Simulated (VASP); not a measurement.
Crystal: Ni.

```
Ni
1.0
     0.00000    1.76194    1.76194
     1.76194    0.00000    1.76194
     1.76194    1.76194    0.00000
Ni
1
Direct
  0.00000 0.00000 0.00000
```

- Program: VASP 6.6.1
- Task: relaxation of cell and atoms
- Functional: PBEsol
- Potentials or basis: VASP PAW PBE potentials, release 64 (Ni)
- Cutoff: 520 eV
- k mesh: 20 × 20 × 20
- Occupations: gaussian, width 0.1 eV
- Spin: collinear spin, ferromagnetic start
- Starting moments: [0.8] μB

At the start: pressure -10.5 GPa; volume 10.94 Å³/atom.

Question: Where does the relaxation end?

Answer: Over 14 steps the energy falls by 19.3 meV/atom and the volume is 10.38 Å³/atom (-5.1 %); space group Fm-3m (No. 225, to 0.05 Å); moment 0.62 μB per cell.

The path:
```tsv
step	energy change (eV)	largest force (eV/Å)	pressure (GPa)	volume (Å³)
1	0.0000	0.0000	-10.52	10.94
2	0.0026	0.0000	13.80	9.84
3	-0.0193	0.0000	-0.11	10.38
4	-0.0193	0.0000	0.16	10.37
5	-0.0193	0.0000	-0.12	10.39
6	-0.0193	0.0000	0.05	10.38
7	-0.0193	0.0000	-0.07	10.38
8	-0.0193	0.0000	0.06	10.38
9	-0.0193	0.0000	-0.04	10.38
10	-0.0193	0.0000	0.26	10.38
11	-0.0193	0.0000	-0.12	10.38
12	-0.0193	0.0000	0.22	10.37
13	-0.0193	0.0000	0.07	10.38
14	-0.0193	0.0000	0.00	10.38
```

Final structure:
```
Ni
1.0
     0.00000    1.73131    1.73131
     1.73131    0.00000    1.73131
     1.73131    1.73131    0.00000
Ni
1
Direct
  0.00000 0.00000 0.00000
```

Caveat: the PAW data sets were made with another functional, which shifts forces and pressure a little.
